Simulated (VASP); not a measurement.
# SnSe2: cell size against the level of theory

Aim: relax SnSe2 at several levels and hold each cell against experiment. The levels: PBE, LDA, r2SCAN and PBE + D3(BJ). LASPH is on for some levels and off for others; the table marks which. The start is a cell from a database of measured crystal structures.

Method: PBE; plane waves and PAW (Sn_d, Se), in the first sound run; inputs show where later runs differ, in VASP 6.6.1.

**Measured values to reproduce.**

For SnSe2, hexagonal layered (undoped polycrystalline, melt reaction and annealing), “Metallic conduction induced by direct anion site doping in layered SnSe2” (2016, pmc:4726434) gives, by powder X-ray diffraction: lattice constant a (a, undoped sample A) 3.81043 ± 0.00035 Å; lattice constant c (c, undoped sample A) 6.13279 ± 0.00037 Å.

Most raw output is cut from this account.

**1. Set-up**

Before any relaxation, the start is as follows. It takes space group P-3m1 (No. 164, trigonal). Conventional cell: a = 3.811 Å, b = 3.811 Å, c = 6.136 Å, α = 90.00°, β = 90.00°, γ = 120.00°. Sn has 6 Se at 2.68 Å nearest. Nearest to Se lie 3 Sn at 2.68 Å. Farther neighbours and most contacts between anions are not listed.

Structure file:

```xyz
3
Lattice="3.8110 0.0000 0.0000 -1.9055 3.3004 0.0000 0.0000 0.0000 6.1360" Properties=species:S:1:pos:R:3 pbc="T T T"
Sn    0.0000    0.0000    0.0000
Se    0.0000    2.2003    1.5279
Se    1.9055    1.1001    4.6081
```

**2. Relaxation with PBE**

The start need not lie at this functional's minimum. ISIF = 3 frees volume, shape and positions, and EDIFFG sets the threshold on forces and stress at which the search stops. PBE, the usual starting point, adds the gradient of the density.

INCAR reads:

```
SYSTEM = SnSe2
PREC = Accurate
ENCUT = 520
EDIFF = 1E-06
NELM = 100
ISMEAR = -1
SIGMA = 0.05
LREAL = .FALSE.
ALGO = Normal
GGA = PE
NBANDS = 19
LORBIT = 11
LWAVE = .FALSE.
LCHARG = .FALSE.
KPAR = 2
IBRION = 2
NSW = 60
ISIF = 3
EDIFFG = -0.01
```

POSCAR reads:

```
SnSe2
1.0
    3.8110000000      0.0000000000      0.0000000000
   -1.9055000000      3.3004228138      0.0000000000
    0.0000000000      0.0000000000      6.1360000000
Sn Se
1 2
Direct
    0.0000000000      0.0000000000      0.0000000000
    0.3333333333      0.6666666667      0.2490000000
    0.6666666667      0.3333333333      0.7510000000
```

KPOINTS reads:

```
Automatic mesh
0
Gamma
8 8 5
0 0 0
```

PAW data sets: Sn_d and Se (PBE family, release 64).

Started as:

```sh
> mpirun -np 2 vasp_std
```

Wall time 2.1 min (2 MPI ranks of Intel Xeon 6975P-C (Granite Rapids), shared host); peak memory 0.44 GiB; 4.3 min of CPU time.

The gap is read on the k-mesh alone, so it is an upper bound where the band edges lie off the mesh. The bonds form layers, held to each other by dispersion, which PBE lacks, so the spacing between them is unreliable. After so large a change of volume the plane waves of the start cell no longer fit, so the final stress carries a basis-set error. The run keeps the 12 symmetry operations of its start, so it cannot find a distortion of lower symmetry.

The steps of the relaxation:

| step | energy less that of the first step (eV) | largest force (eV/Å) | pressure (GPa) | volume (Å³) |
| --- | --- | --- | --- | --- |
| 1 | 0.0000 | 0.8065 | 5.64 | 77.18 |
| 2 | -0.0415 | 0.6299 | -3.32 | 87.74 |
| 3 | -0.1089 | 0.0656 | -0.01 | 82.77 |
| 4 | -0.1089 | 0.0508 | 0.12 | 82.65 |
| 5 | -0.1101 | 0.0617 | 0.10 | 82.76 |
| 6 | -0.1125 | 0.0951 | 0.14 | 83.06 |
| 7 | -0.1123 | 0.1623 | 0.25 | 83.65 |
| 8 | -0.1133 | 0.1238 | 0.19 | 83.33 |
| 9 | -0.1143 | 0.1176 | 0.17 | 83.56 |
| 10 | -0.1170 | 0.0988 | 0.10 | 84.24 |
| 11 | -0.1207 | 0.0593 | -0.02 | 85.62 |
| 12 | -0.1232 | 0.0247 | -0.15 | 88.39 |
| 13 | -0.1244 | 0.0372 | 0.04 | 88.88 |
| 14 | -0.1248 | 0.0564 | 0.30 | 89.54 |
| 15 | -0.1248 | 0.0516 | 0.22 | 89.36 |
| 16 | -0.1249 | 0.0548 | -0.17 | 90.52 |
| 17 | -0.1252 | 0.0049 | 0.01 | 89.98 |

| cell as run | before | after | change |
| --- | --- | --- | --- |
| a (Å) | 3.811 | 3.873 | +1.6 % |
| b (Å) | 3.811 | 3.873 | +1.6 % |
| c (Å) | 6.136 | 6.928 | +12.9 % |
| volume (Å³/atom) | 25.73 | 29.99 | +16.6 % |

The atoms that moved most (Å, as changes of fractional coordinates times the final cell):

| atom | dx | dy | dz | length |
| --- | --- | --- | --- | --- |
| Se2 | 0.000 | 0.000 | -0.129 | 0.129 |
| Se3 | 0.000 | 0.000 | 0.129 | 0.129 |

Final coordinates:

```xyz
3
Lattice="3.8726 0.0000 0.0000 -1.9363 3.3538 0.0000 0.0000 0.0000 6.9279" Properties=species:S:1:pos:R:3 pbc="T T T"
Sn    0.0000    0.0000    0.0000
Se    0.0000    2.2358    1.5963
Se    1.9363    1.1179    5.3316
```

Numbers from this step:

```yaml
electrons: 26
bands: 19
irreducible_k_points: 40
symmetry_operations: 12
free_energy_toten: -11.87 eV
fermi_energy: 3.001 eV
pressure: 0.01099 GPa
metallic: no
valence_top_at_k: 0.125, 0, 0.2
conduction_bottom_at_k: 0.5, 0, 0.4
least_direct_gap_at_k: 0.5, 0, 0.4
scf_cycles_over_all_ionic_steps: 133
gap_on_the_k_mesh: 0.6802 eV
least_direct_gap_on_the_k_mesh: 1.072 eV
```

It ends with a largest force of 0.005 eV/Å and a pressure of 0.01 GPa. The volume lies +16.6 % from that of the database's start. That is far more than a functional's usual error. The conventional cell has a = 3.873 and c = 6.928 Å.

**3. Relaxation with LDA**

This step: LDA; plane waves and PAW (Sn_d, Se) (VASP 6.6.1).

LDA, the lowest rung, knows the local density alone.

Edit INCAR of step 2 so:

```diff
@@ -9,3 +9,3 @@
 ALGO = Normal
-GGA = PE
+GGA = CA
 NBANDS = 19
```

POSCAR is that of step 2.

KPOINTS is that of step 2.

Started as:

```sh
> mpirun -np 2 vasp_std
```

Wall time 2 min (2 MPI ranks); peak memory 0.39 GiB.

The bonds form layers, held to each other by dispersion, which LDA lacks; its overbinding stands in for it by accident. The PAW data sets were made with PBE, though LDA sets exist; this is a small mismatch.

The steps of the relaxation:

| step | energy less that of the first step (eV) | largest force (eV/Å) | pressure (GPa) | volume (Å³) |
| --- | --- | --- | --- | --- |
| 1 | 0.0000 | 0.5283 | 1.13 | 77.18 |
| 2 | -0.0127 | 0.0303 | -1.60 | 79.22 |
| 3 | -0.0162 | 0.1411 | -0.77 | 78.56 |
| 4 | -0.0227 | 0.0971 | -0.38 | 77.63 |
| 5 | -0.0240 | 0.0640 | -0.07 | 76.95 |
| 6 | -0.0264 | 0.0795 | 0.06 | 76.56 |
| 7 | -0.0321 | 0.1260 | 0.44 | 75.39 |
| 8 | -0.0330 | 0.2162 | 1.44 | 73.03 |
| 9 | -0.0344 | 0.1846 | 1.03 | 73.98 |
| 10 | -0.0354 | 0.1677 | 0.93 | 73.96 |
| 11 | -0.0377 | 0.1184 | 0.65 | 73.91 |
| 12 | -0.0397 | 0.0246 | 0.12 | 73.81 |
| 13 | -0.0398 | 0.0156 | 0.07 | 73.80 |
| 14 | -0.0398 | 0.0126 | 0.05 | 73.79 |
| 15 | -0.0398 | 0.0105 | 0.04 | 73.81 |
| 16 | -0.0398 | 0.0043 | -0.01 | 73.88 |

| conventional cell, symmetrised | before | after | change |
| --- | --- | --- | --- |
| a (Å) | 3.811 | 3.809 | -0.1 % |
| b (Å) | 3.811 | 3.809 | -0.1 % |
| c (Å) | 6.136 | 5.880 | -4.2 % |
| volume (Å³/atom) | 25.73 | 24.63 | -4.3 % |

The atoms that moved most (Å, as changes of fractional coordinates times the final cell):

| atom | dx | dy | dz | length |
| --- | --- | --- | --- | --- |
| Se2 | 0.000 | 0.000 | 0.114 | 0.114 |
| Se3 | 0.000 | 0.000 | -0.114 | 0.114 |

Final coordinates:

```xyz
3
Lattice="3.8090 0.0000 0.0000 -1.9045 3.2987 0.0000 0.0000 0.0000 5.8797" Properties=species:S:1:pos:R:3 pbc="T T T"
Sn    0.0000    0.0000    0.0000
Se    0.0000    2.1991    1.5781
Se    1.9045    1.0996    4.3016
```

Numbers from this step:

```yaml
free_energy_toten: -13.86 eV
energy_at_zero_smearing: -13.86 eV
fermi_energy: 4.812 eV
pressure: -0.01021 GPa
valence_top_at_k: 0.125, 0, 0
conduction_bottom_at_k: 0, 0.375, 0.4
least_direct_gap_at_k: 0, 0, 0
scf_cycles_over_all_ionic_steps: 103
gap_on_the_k_mesh: 0.3218 eV
least_direct_gap_on_the_k_mesh: 0.6441 eV
```

It ends at 24.63 Å³/atom, -4.3 % from the start, with -0.01 GPa left. The conventional cell has a = 3.809 and c = 5.880 Å.

**4. Relaxation with r2SCAN**

This step: r2SCAN; plane waves and PAW (Sn_d, Se) (VASP 6.6.1).

r2SCAN adds the kinetic-energy density, costs more than a GGA and is run with LASPH.

Edit INCAR of step 3 so:

```diff
@@ -9,3 +9,4 @@
 ALGO = Normal
-GGA = CA
+METAGGA = R2SCAN
+LASPH = .TRUE.
 NBANDS = 19
```

POSCAR is that of step 3.

KPOINTS is that of step 3.

Started as:

```sh
> mpirun -np 2 vasp_std
```

The job ended after 6.8 min (2 MPI ranks; peak memory 0.45 GiB; 14 min of CPU time).

The bonds form layers, held to each other by dispersion, which r2SCAN holds only at short range, so the spacing between them may come out too wide. The PAW data sets were made with PBE, which is usual practice but a small mismatch for other functionals.

Step by step:

| step | energy less that of the first step (eV) | largest force (eV/Å) | pressure (GPa) | volume (Å³) |
| --- | --- | --- | --- | --- |
| 1 | 0.0000 | 0.5328 | 3.64 | 77.18 |
| 2 | -0.0068 | 0.5156 | -2.85 | 83.89 |
| 3 | -0.0447 | 0.0450 | -0.05 | 80.55 |
| 4 | -0.0447 | 0.0344 | 0.02 | 80.48 |
| 5 | -0.0460 | 0.0547 | 0.06 | 80.51 |
| 6 | -0.0471 | 0.0961 | 0.16 | 80.55 |
| 7 | -0.0483 | 0.0911 | 0.10 | 80.88 |
| 8 | -0.0509 | 0.0750 | -0.06 | 81.88 |
| 9 | -0.0521 | 0.0424 | -0.34 | 83.90 |
| 10 | -0.0521 | 0.0559 | 0.17 | 83.72 |
| 11 | -0.0524 | 0.0090 | -0.07 | 83.80 |
| 12 | -0.0525 | 0.0062 | -0.03 | 83.69 |

| conventional cell, symmetrised | before | after | change |
| --- | --- | --- | --- |
| a (Å) | 3.811 | 3.843 | +0.8 % |
| b (Å) | 3.811 | 3.843 | +0.8 % |
| c (Å) | 6.136 | 6.545 | +6.7 % |
| volume (Å³/atom) | 25.73 | 27.90 | +8.4 % |

The atoms that moved most (Å, as changes of fractional coordinates times the final cell):

| atom | dx | dy | dz | length |
| --- | --- | --- | --- | --- |
| Se2 | 0.000 | 0.000 | -0.056 | 0.056 |
| Se3 | 0.000 | 0.000 | 0.056 | 0.056 |

The relaxed structure:

```
Sn Se
1.0
     3.84260    0.00000    0.00000
    -1.92130    3.32779    0.00000
     0.00000    0.00000    6.54508
Sn Se
1 2
Direct
  0.00000 0.00000 0.00000
  0.33333 0.66667 0.24048
  0.66667 0.33333 0.75952
```

It ends at 27.90 Å³/atom, +8.4 % from the start, with -0.03 GPa left. The conventional cell has a = 3.843 and c = 6.545 Å.

**5. Relaxation with PBE + D3(BJ)**

This step: PBE with D3(BJ); plane waves and PAW (Sn_d, Se) (VASP 6.6.1).

A dispersion term adds the long-range attraction that semilocal functionals lack. D3 with Becke-Johnson damping keeps a finite attraction at short range.

Edit INCAR of step 4 so:

```diff
@@ -9,4 +9,4 @@
 ALGO = Normal
-METAGGA = R2SCAN
-LASPH = .TRUE.
+GGA = PE
+IVDW = 12
 NBANDS = 19
```

POSCAR is that of step 4.

KPOINTS is that of step 4.

Started as:

```sh
> mpirun -np 2 vasp_std
```

Elapsed: 1.7 min, on 2 MPI ranks; peak memory 0.47 GiB; 3.3 min of CPU time.

The steps of the relaxation:

| step | energy less that of the first step (eV) | largest force (eV/Å) | pressure (GPa) | volume (Å³) |
| --- | --- | --- | --- | --- |
| 1 | 0.0000 | 0.8186 | 3.32 | 77.18 |
| 2 | -0.0197 | 0.2899 | -2.88 | 83.29 |
| 3 | -0.0517 | 0.1643 | -0.43 | 80.49 |
| 4 | -0.0517 | 0.1759 | -0.35 | 80.42 |
| 5 | -0.0557 | 0.1295 | -0.22 | 79.89 |
| 6 | -0.0576 | 0.0788 | -0.05 | 79.31 |
| 7 | -0.0577 | 0.0637 | 0.01 | 79.14 |
| 8 | -0.0598 | 0.0466 | -0.06 | 78.92 |
| 9 | -0.0644 | 0.0032 | -0.25 | 78.23 |
| 10 | -0.0667 | 0.0974 | -0.45 | 76.83 |
| 11 | -0.0671 | 0.0675 | -0.38 | 77.25 |
| 12 | -0.0672 | 0.0480 | 0.43 | 76.13 |
| 13 | -0.0679 | 0.0077 | 0.03 | 76.67 |
| 14 | -0.0679 | 0.0091 | 0.02 | 76.68 |

| conventional cell, symmetrised | before | after | change |
| --- | --- | --- | --- |
| a (Å) | 3.811 | 3.840 | +0.8 % |
| b (Å) | 3.811 | 3.840 | +0.8 % |
| c (Å) | 6.136 | 6.005 | -2.1 % |
| volume (Å³/atom) | 25.73 | 25.56 | -0.6 % |

The atoms that moved most (Å, as changes of fractional coordinates times the final cell):

| atom | dx | dy | dz | length |
| --- | --- | --- | --- | --- |
| Se2 | 0.000 | 0.000 | 0.100 | 0.100 |
| Se3 | 0.000 | 0.000 | -0.100 | 0.100 |

Final coordinates:

```
Sn Se
1.0
     3.83981    0.00000    0.00000
    -1.91991    3.32538    0.00000
     0.00000    0.00000    6.00542
Sn Se
1 2
Direct
  0.00000 0.00000 0.00000
  0.33333 0.66667 0.26572
  0.66667 0.33333 0.73428
```

It ends at 25.56 Å³/atom, -0.6 % from the start, with 0.02 GPa left. The conventional cell has a = 3.840 and c = 6.005 Å. Against plain PBE, the dispersion term moves a by -0.8 % and c by -13.3 %.

**6. The cells as a table**

This step: relaxed cells at several levels; plane waves and PAW (VASP 6.6.1).

Derived from the runs above.

Lengths are those of the conventional cell; cost is the wall time of each run, as given at its step, times its ranks, without the set-up around it; LASPH differs between rows, which moves results and costs too. Results by level, by row:

| level | volume (Å³/atom) | change from the start (%) | a (Å) | c (Å) | cost (core minutes) | LASPH |
| --- | --- | --- | --- | --- | --- | --- |
| PBE | 29.99 | 16.6 | 3.873 | 6.928 | 4.3 | off |
| LDA | 24.63 | -4.3 | 3.809 | 5.88 | 4.1 | off |
| r2SCAN | 27.9 | 8.4 | 3.843 | 6.545 | 13.7 | on |
| PBE + D3(BJ) | 25.56 | -0.6 | 3.84 | 6.005 | 3.37 | off |

**7. Outcome**

* volume, PBE: 29.99 Å³/atom
* volume, LDA: 24.63 Å³/atom
* volume, r2SCAN: 27.90 Å³/atom
* volume, PBE + D3(BJ): 25.56 Å³/atom

**Reading.** For SnSe2 the levels give volumes between 24.63 Å³/atom (LDA) and 29.99 Å³/atom (PBE), a spread of 21.8 %, while the cost of the finished runs spans a factor of 4.1. No level comes within 1 % of experiment on every length. Thermal and zero-point expansion, often some tenths of a per cent in length, bear on this order: with the measured lengths lowered by an assumed 0.4 % the nearest is still PBE + D3(BJ). The costs hold the number of ionic steps as well as the price of the functional. Adding D3(BJ) to PBE changes the volume by -14.8 % (a by -0.8 % and c by -13.3 %). The bonds form layers, and the correction acts mostly on one axis: the spacing that dispersion holds. Within 0.02 Å all end in space group P-3m1; the runs can't lower the symmetry of the start. LASPH is on for some levels and off for others, so differences between them are not the functional's alone. Each is a single relaxation on the plane waves of the start cell, so larger changes of volume carry a basis-set error that was not tested here.

Calculation against experiment:

| quantity | measured | PBE | LDA | r2SCAN | PBE + D3(BJ) |
| --- | --- | --- | --- | --- | --- |
| lattice constant a (Å) | 3.81043 | 3.873 (+1.6 %) | 3.809 (-0.0 %) | 3.843 (+0.8 %) | 3.840 (+0.8 %) |
| lattice constant c (Å) | 6.13279 | 6.928 (+13.0 %) | 5.880 (-4.1 %) | 6.545 (+6.7 %) | 6.005 (-2.1 %) |

Measured values from pmc:4726434 (2016).

**Verdict.** For the lattice constant a, of the levels listed nearest comes LDA (-0.0 %, good agreement) and farthest PBE (+1.6 %, a clear miss). For the lattice constant c, of the levels listed nearest comes PBE + D3(BJ) (-2.1 %, a clear miss) and farthest PBE (+13.0 %, a clear miss). The grades are ours: good and fair within 0.7 and 1.5 % for the lattice constant a and 0.8 and 2 % for the lattice constant c. For lattice constants the calculation has a static lattice, without zero-point motion or thermal expansion.

[Lines on the potential files, build, host, timing and source positions are cut from VASP's logs without a mark.]

[Logs are printed without paths, hosts, clocks, repeated set-up lines and the standing remarks that a program may print on its own settings, such as how far it seeks lower states.]

[Hosts, paths, dates, database ids (printed as entryN), source tags and the programs' standing remarks are cut or masked in the printed files.]

[A measured line is paired with the nearest computed mode of its activity, which favours agreement.]
